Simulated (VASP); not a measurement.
HfIn4SiO6: band structure with revPBE

HfIn4SiO6:

```xyz
12
Lattice="2.7275 -4.7206 0.0084 2.7275 4.7206 0.0084 -1.8872 0.0000 7.5091" Properties=species:S:1:pos:R:3 pbc="T T T"
Hf    2.7275   -2.7216    0.0084
In    1.7839   -1.1491    3.7630
In    2.7275    0.4251    0.0084
In    1.7839    2.0366    3.7630
In    1.7839   -4.3239    3.7630
Si    2.7275    3.5721    0.0084
O    -1.1590    0.2520    6.5197
O     4.7267    0.2520    1.0063
O     1.9959   -1.2212    6.5288
O     1.5719   -1.2212    0.9972
O     1.8743    2.2439    0.9978
O     1.6934    2.2439    6.5282
```

The cell was built by a generator and needn't be a form met in nature.

```json
{
  "Program": "VASP 6.6.1",
  "Task": "band structure",
  "Functional": "revPBE",
  "Potentials or basis": "VASP PAW PBE potentials, release 64 (Hf_pv, In_d, Si, O)",
  "Cutoff": "520 eV",
  "k mesh": "6 × 6 × 4",
  "Occupations": "fermi-dirac, width 0.05 eV",
  "Spin": "no spin polarisation",
  "Further INCAR settings": "ALGO = Fast; EDIFF = 1e-07"
}
```

- Band gap along the path: none (metal or under the smearing width)

Levels at the corners of the path, in eV from the Fermi level:
| point | band 49 | band 50 | band 51 | band 52 | band 53 | band 54 |
| --- | --- | --- | --- | --- | --- | --- |
| Γ | -0.93 | -0.74 | -0.30 | -0.20 | -0.04 | -0.01 |
| Y | -3.40 | -3.32 | 1.31 | 1.46 | 1.58 | 1.92 |
| Y | -3.40 | -3.32 | 1.31 | 1.46 | 1.58 | 1.92 |
| F | -3.20 | -3.12 | 0.94 | 1.16 | 1.71 | 1.78 |
| F | -3.20 | -3.12 | 0.94 | 1.16 | 1.71 | 1.78 |
| H | -3.33 | -3.17 | 1.10 | 1.36 | 1.55 | 1.65 |
| H | -3.33 | -3.17 | 1.10 | 1.36 | 1.55 | 1.65 |
| Z | -1.04 | -0.92 | -0.74 | -0.17 | -0.14 | -0.05 |
| Z | -1.04 | -0.92 | -0.74 | -0.17 | -0.14 | -0.05 |
| I | -3.07 | -2.24 | -2.00 | 0.91 | 1.46 | 2.03 |
| I | -3.07 | -2.24 | -2.00 | 0.91 | 1.46 | 2.03 |
| F1 | -3.20 | -3.12 | 0.94 | 1.16 | 1.71 | 1.78 |
| H1 | -3.33 | -3.17 | 1.10 | 1.36 | 1.55 | 1.65 |
| Y1 | -3.40 | -3.32 | 1.31 | 1.46 | 1.58 | 1.92 |
| Y1 | -3.40 | -3.32 | 1.31 | 1.46 | 1.58 | 1.92 |
| X | -3.42 | -2.18 | -1.84 | 1.27 | 1.62 | 1.77 |
| X | -3.42 | -2.18 | -1.84 | 1.27 | 1.62 | 1.77 |
| Γ | -0.93 | -0.74 | -0.30 | -0.20 | -0.04 | -0.01 |
| Γ | -0.93 | -0.74 | -0.30 | -0.20 | -0.04 | -0.01 |
| N | -3.32 | -2.24 | -2.02 | 1.18 | 1.56 | 1.96 |
| M | -3.14 | -2.16 | -1.83 | 0.99 | 1.44 | 1.99 |
| Γ | -0.93 | -0.74 | -0.30 | -0.20 | -0.04 | -0.01 |

It took 16 min on 4 MPI ranks on AMD EPYC 7R13 Processor (Zen 3), with other jobs on the host, peak memory 1 GiB a rank.

Caveat: the log is that of the step along the path at fixed density, whose energy, stress, charges and moments have no meaning; spin-orbit coupling is left out, which moves the levels of the heavy elements.
